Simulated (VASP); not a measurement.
Here is the system:

```yaml
crystal:
  lattice:
    - [0.00000, 3.26208, 3.26208]
    - [3.26208, 0.00000, 3.26208]
    - [3.26208, 3.26208, 0.00000]
  atoms:
    - { symbol: Cd, position: [0.00000, 0.00000, 0.00000] }
    - { symbol: Te, position: [0.25000, 0.25000, 0.25000] }
```

All values below come from PBE GGA with D3 dispersion (Becke-Johnson damping), VASP's PBE PAW potentials (set 64) (plane waves; VASP). Settings: 520 eV cut-off, Gaussian smearing of 0.050 eV, potentials Cd Te.

Unless said otherwise, spin-orbit coupling is left out, though it shifts the bands of the heavy elements here.

Problem. Predict the band gap (along the path) with the smallest direct gap where there is one.

Solution. 
```json
{
  "band gap (along the path)": "0.71 eV",
  "smallest direct gap (along the path)": "0.71 eV"
}
```

Only differences to runs with the same potentials and settings are physical.

The compound is CdTe in the zinc blende structure. It was relaxed first.
